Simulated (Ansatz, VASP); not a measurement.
**Cross-check of Ga2BPN2 between VASP and Ansatz**

Aim: how closely do two programs agree when they are given the same cell, functional and k mesh? The cell is generated by rule, not measured, and may not be a known phase. The cell is taken from a series of runs on this material, whose earlier steps may have relaxed, scaled, displaced or heated it; both programs get it as it stands.

Calculated with Ansatz 0.2.0; plane waves, with VASP 6.6.1 beside it; relaxation of cell and atoms at PBEsol.

## Step 1: The starting structure

Symmetry: Imm2, No. 44, orthorhombic system. The conventional cell has a = 3.191 Å, b = 3.191 Å, c = 13.540 Å, α = 90.00°, β = 90.00°, γ = 90.00°. B has 2 P at 1.95 Å and 2 N at 1.95 Å nearest. Ga has 2 P at 1.95 Å and 2 N at 1.95 Å nearest. Ga has 4 N at 1.95 Å nearest. Nearest to N lie 4 Ga at 1.95 Å. Nearest to N lie 2 Ga at 1.95 Å and 2 B at 1.95 Å. P has 2 Ga at 1.95 Å and 2 B at 1.95 Å nearest. Farther neighbours and most contacts between anions are not listed.

## Step 2: Ansatz: relaxation of cell and atoms, PBEsol, pair 1

Ansatz runs on its default PAW (the set named soft_2) files.

The relaxed volume is the usual yardstick between codes: in a stiff, nearly cubic crystal its relative difference is about their pressure difference at one cell divided by the bulk modulus.

Input file input.yaml:

```yaml
crystal:
  lattice:
    - [2.25667, 2.25667, 0.0]
    - [-2.25667, 2.25667, 0.0]
    - [2.25667, 0.0, 6.77]
  atoms:
    - { symbol: B, position: [0.0, 0.0, 0.0] }
    - { symbol: Ga, position: [0.333333, 0.666667, 0.333333] }
    - { symbol: Ga, position: [0.666667, 0.333333, 0.666667] }
    - { symbol: "N", position: [0.75, 0.75, 0.5] }
    - { symbol: "N", position: [0.083333, 0.416667, 0.833333] }
    - { symbol: P, position: [0.416667, 0.083333, 0.166667] }
kpoints:
  mp_grid: { grid: [6, 6, 6] }
hamiltonian:
  xc: pbesol
scf:
  occupations: { method: gaussian, width: 0.1 }
output:
  forces: true
  stress: true
  eigenvalues: true
relax:
  adjacent_minimum: "off"
  f_tol: 0.05
  max_steps: 80
  cell: { stress_tol: 0.5 }
```

Launch:

```bash
$ ansatz run input.yaml --threads 8 --pin off --max-ram 14336MiB --backend cpu --events-out ev --progress --plain --runs-dir out
```

Numbers of over 12 decimals in the logs are rounded to 6 here.

The log of the run:

```text
Warning: the atoms were moved onto the symmetric positions of the space group found under crystal.symmetry.tolerance 1.0e-5 (fractional; no operation is sought that the atoms, as they stand in a round, miss by more than twice it, and no atom is moved by as much as it), and the run uses the moved positions. Before a round's move an operation carried an atom to 4.51e-6 Å from where it should land, the largest such dist [...]
The last accepted step is kept in <dir> (removed where the run ends without a failure and the disk answers)
Engine: ansatz 0.2.0, aarch64-unknown-linux-gnu
Pseudopotentials: kind: paw
Pseudopotential: B, paw, valence charge 3, recommended cutoff 420 eV (normal), B.paw.azcp
Pseudopotential: Ga, paw, valence charge 13, recommended cutoff 420 eV (normal), Ga.paw.azcp
Pseudopotential: N, paw, valence charge 5, recommended cutoff 420 eV (normal), N.paw.azcp
Pseudopotential: P, paw, valence charge 5, recommended cutoff 420 eV (normal), P.paw.azcp
Functional definition: PBEsol
  exchange = pbesol_x
  correlation = pbesol_c
Crystal: 6 atoms, lattice volume = 68.953 Å³
Basis set: ecut = 420 eV, 1347 PW (Γ), exchange–correlation on 48×48×96 points (8 copies of the dense FFT grid, shifted against one another)
Bands: 28, of which v1, the nominal top of the filled ones, is band 22 counted from 1 (21 counted from 0)
Symmetry: 4 space group operations
Space group: Imm2 (ITA 44), of the structure as read, at distance tolerance 4.1e-5 Å
k-points: 46 of 216 (time reversal used)
Non-local potential: B, projectors of the file, l = 0: 2, l = 1: 2, l = 2: 1
Non-local potential: Ga, projectors of the file, l = 0: 2, l = 1: 2, l = 2: 3, l = 3: 1
Non-local potential: N, projectors of the file, l = 0: 2, l = 1: 2, l = 2: 1
Non-local potential: P, projectors of the file, l = 0: 2, l = 1: 2, l = 2: 2
PAW form: soft (Blöchl's): semilocal exchange-correlation on the pseudo side does not see the compensation charge
PAW frozen core: B, regenerated for the run's functional, and the local potential with it (the file was generated under x = pbe(κ = 0.804, μ = 0.219515), c = pbe(β = 0.066725))
PAW frozen core: Ga, regenerated for the run's functional, and the local potential with it (the file was generated under x = pbe(κ = 0.804, μ = 0.219515), c = pbe(β = 0.066725))
PAW frozen core: N, regenerated for the run's functional, and the local potential with it (the file was generated under x = pbe(κ = 0.804, μ = 0.219515), c = pbe(β = 0.066725))
PAW frozen core: P, regenerated for the run's functional, and the local potential with it (the file was generated under x = pbe(κ = 0.804, μ = 0.219515), c = pbe(β = 0.066725))
PAW one-centre angular grid: B, 110 points (default); XC on 64 Gauss nodes
PAW one-centre angular grid: Ga, 590 points (default); XC on 64 Gauss nodes
PAW one-centre angular grid: N, 110 points (default); XC on 64 Gauss nodes
PAW one-centre angular grid: P, 110 points (default); XC on 64 Gauss nodes
Initial density: superposition of atomic densities (neutral atoms: chi_scale 0, normalization atom), corrected by the library's trained network
Initial wavefunctions: pseudopotential atomic-orbital guess
Functional: x = pbesol(κ = 0.804, μ = 0.123457), c = pbesol(β = 0.046)
SCF iter   1: F=—  HF=-9135.270835 eV  |F-HF|=—  |Δ(HF+E_count)|=         —  Δρ=1.12e-2  dr2=9.21e-2  ethr=1.77e-3  ⟨swp⟩=6.5  Hψ=6166  notcnv=0
preconditioner: auto → Resta (q_TF=auto, 2.531 Å⁻¹)  ε∞=4.9  [insulator: Δε(μ)=1.174 eV  Ē_g=14.946 eV  σ=0.100 eV  W_gap=1.00  n_scr=20 (ndim 8)  ℏωp=29.7 eV  f_vac=0.000  D(μ)=0.00/eV (n_scr^D=0)  ε∞_Penn≈4.9]
SCF iter   2: F=—  HF=-9135.250600 eV  |F-HF|=—  |Δ(HF+E_count)|=   2.02e-2  Δρ=4.21e-3  dr2=1.74e-2  ethr=2.09e-4  ⟨swp⟩=2.1  Hψ=1903  notcnv=0  defer=3
SCF iter   3: F=—  HF=-9135.246742 eV  |F-HF|=—  |Δ(HF+E_count)|=   3.86e-3  Δρ=1.13e-3  dr2=7.31e-4  ethr=3.96e-5  ⟨swp⟩=2.0  Hψ=1623  notcnv=0  defer=3
SCF iter   4: F=—  HF=-9135.246509 eV  |F-HF|=—  |Δ(HF+E_count)|=   2.33e-4  Δρ=4.59e-4  dr2=1.72e-4  ethr=1.66e-6  ⟨swp⟩=2.0  Hψ=2201  notcnv=0  defer=3
[...]
SCF iter   1: F=—  HF=-9137.553620 eV  |F-HF|=—  |Δ(HF+E_count)|=         —  Δρ=5.43e-4  dr2=8.58e-6  ethr=1.55e-7  ⟨swp⟩=3.4  Hψ=9378  notcnv=0
preconditioner: auto → Kerker (q_TF=auto, 2.529 Å⁻¹)  [metal: Δε(μ)=0.045 eV  Ē_g=14.985 eV  σ=0.100 eV  W_gap=0.24  n_scr=20 (ndim 8)  ℏωp=29.6 eV  f_vac=0.000  D(μ)=1.20/eV (n_scr^D=2)]
SCF iter   2: F=—  HF=-9137.553955 eV  |F-HF|=—  |Δ(HF+E_count)|=   3.35e-4  Δρ=2.78e-4  dr2=2.20e-6  ethr=1.95e-8  ⟨swp⟩=2.2  Hψ=1902  notcnv=0
SCF iter   3: F=—  HF=-9137.554067 eV  |F-HF|=—  |Δ(HF+E_count)|=   1.12e-4  Δρ=2.11e-5  dr2=9.83e-8  ethr=5.00e-9  ⟨swp⟩=2.0  Hψ=1907  notcnv=0
SCF iter   4: F=—  HF=-9137.554067 eV  |F-HF|=—  |Δ(HF+E_count)|=   3.41e-7  Δρ=3.26e-6  dr2=7.47e-9  ethr=2.23e-10  ⟨swp⟩=2.2  Hψ=2142  notcnv=0
SCF iter   5: F=-9137.554067 eV  HF=-9137.554067 eV  |F-HF|=2.54e-9  |Δ(HF+E_count)|=   1.01e-8  Δρ=1.26e-6  dr2=2.60e-9  ethr=1.36e-11  ⟨swp⟩=5.4  Hψ=5426  notcnv=0
SCF 9 converged in 5 iterations: F = -9137.554067 eV  dr2 = 2.60e-9
relax step   9: F+E_penalty+E_count = -9137.55406708 eV  Δ(F+E_penalty+E_count) = -4.278e-3 eV  max|allowed force component| = 3.316e-2 eV/Å  Δτ_max = 0.0000 Å  P = +0.258 GPa  Ω = 69.286 Å³  stress off target by 5.26e-1 GPa  SCF on the basis re-selected at this cell (its energy is not comparable with the rows above)  (5 SCF iters)
[...]
relax step  10: F+E_penalty+E_count = -9137.55386722 eV  Δ(F+E_penalty+E_count) = +1.999e-4 eV  max|allowed force component| = 3.430e-2 eV/Å  Δτ_max = 0.0032 Å  P = -0.108 GPa  Ω = 69.454 Å³  energy of the carried Pulay correction = -3.971e-4 eV  (5 SCF iters, dr2 threshold 6.00e-7 eV, accepted)
[...]
relax step  11: F+E_penalty+E_count = -9137.55425975 eV  Δ(F+E_penalty+E_count) = -3.925e-4 eV  max|allowed force component| = 3.458e-2 eV/Å  Δτ_max = 0.0000 Å  P = -0.107 GPa  Ω = 69.454 Å³  stress off target by 2.20e-1 GPa  SCF on the basis re-selected at this cell (its energy is not comparable with the rows above)  (5 SCF iters)
basis re-selected at this cell: Δ(F+E_penalty+E_count) = -3.925e-4 eV, ΔP = +0.001 GPa vs the last step (what re-selecting the basis moved, of the pressure what is left beyond the Pulay correction that the steps carried, after the strain that the cell walked since its last selection, with what the two solves' SCF thresholds leave and, on support functions, any second-order correction that the steps lacked; it is no m [...]
SCF converged after 5 iterations
Free energy (F): -9137.554260 eV
Harris-Foulkes:  -9137.554260 eV  (|F-HF|=2.00e-8)
Internal energy: -9137.548582 eV  (E = F + TS)
E sigma→0 (E₀):  -9137.551421 eV
Entropy (-TS):   -0.005678 eV (-0.946 meV/atom)
Fermi energy:    11.778723 eV
--- Per-component energies (eV) ---
  E_band       = -9.203113
  E_kinetic    = 611.801740
  E_local      = -4658.548436  (includes V_loc(G=0)·N_el)
  E_nonlocal   = 993.992424
  E_hartree    = 2145.116105
  E_xc         = -349.280351
  E_vxc        = -367.603313  (∫ρ·V_xc dr)
  E_paw        = -4778.204598  (= ΣΔE_a)
  E_vpaw       = -879.078344  (= ΣTr[D̂ρ^β])
  E_aug_tail   = 0.000015  (compensation charges beyond the density's cutoff)
  E_ewald      = -3104.268441
  E_core_change = 1.842960  (= ΣΔE_core)
  E_smearing   = -0.005678  (= −TS)
  E_closure    = 0.000000  (closes the sum)
  Σ components = -9137.554260   (vs F -9137.554260, Δ=0.00e0)
--- Forces (eV/Å), atoms counted from 1 ---
  atom   1  B     -0.00000000    -0.00000000    -0.01472365
  atom   2  Ga     0.00000000     0.00000000    -0.00234184
  atom   3  Ga     0.00000000     0.00000000    -0.03458209
  atom   4  N     -0.00000000    -0.00000000     0.02178894
  atom   5  N      0.00000000     0.00000000     0.02254923
  atom   6  P      0.00000000    -0.00000000     0.00729406
  max |Σ_I F_I| component: 1.53e-5 eV/Å
--- Stress (GPa, compression-positive) ---
       -0.134264       0.085857       0.000000
        0.085857      -0.134264      -0.000000
        0.000000      -0.000000      -0.053832
  P = ⅓ Tr σ = -0.1075 GPa (-1.075 kbar)
--- Band table (eV; the first three rows and the last of 46) ---
  k-point 0: bands = [... 18 lower, 7.7198, 9.0624, 9.6935, 10.7710, 11.6179, 11.8517, 13.9120, 14.6050, ... 2 higher]
  k-point 1: bands = [... 18 lower, 7.7465, 8.6815, 9.6035, 10.9567, 11.5726, 11.9532, 13.8741, 14.7157, ... 2 higher]
  k-point 2: bands = [... 18 lower, 7.8010, 7.9328, 9.4117, 11.1131, 11.4828, 12.2482, 13.7947, 14.9611, ... 2 higher]
  k-point 45: bands = [... 18 lower, 5.4326, 5.5415, 6.2953, 6.3724, 11.8822, 12.9387, 13.3333, 14.1938, ... 2 higher]
--- Relaxed structure (9 steps of the walk, 9 accepted, 2 SCFs on fresh bases) ---
  F+E_penalty+E_count = -9137.55425975 eV   max|allowed force component| = 3.458e-2 eV/Å   (the final SCF, on the basis selected at the relaxed cell)
  cell:  # Å, volume = 69.4540 Å³
    - [2.281647, 2.281647, 0]
    - [-2.164825, 2.164825, 0]
    - [2.223236, 0.058411, 7.030655]
  atoms:
    - { symbol: B, position: [0.017632, -0.017632, -0.035264] }
    - { symbol: Ga, position: [0.318129, 0.681871, 0.363743] }
    - { symbol: Ga, position: [0.656375, 0.343625, 0.687251] }
    - { symbol: N, position: [0.741112, 0.758888, 0.517777] }
    - { symbol: N, position: [0.077362, 0.422638, 0.845277] }
    - { symbol: P, position: [0.439391, 0.060609, 0.121217] }
```

[end of part 1 of 3]

[Lines on the potential files, build, host, timing and source positions are cut from VASP's logs without a mark.]

[Logs are printed without paths, hosts, clocks, repeated set-up lines and the standing remarks that a program may print on its own settings, such as how far it seeks lower states.]

[Hosts, paths, dates, database ids (printed as entryN), source tags and the programs' standing remarks are cut or masked in the printed files.]
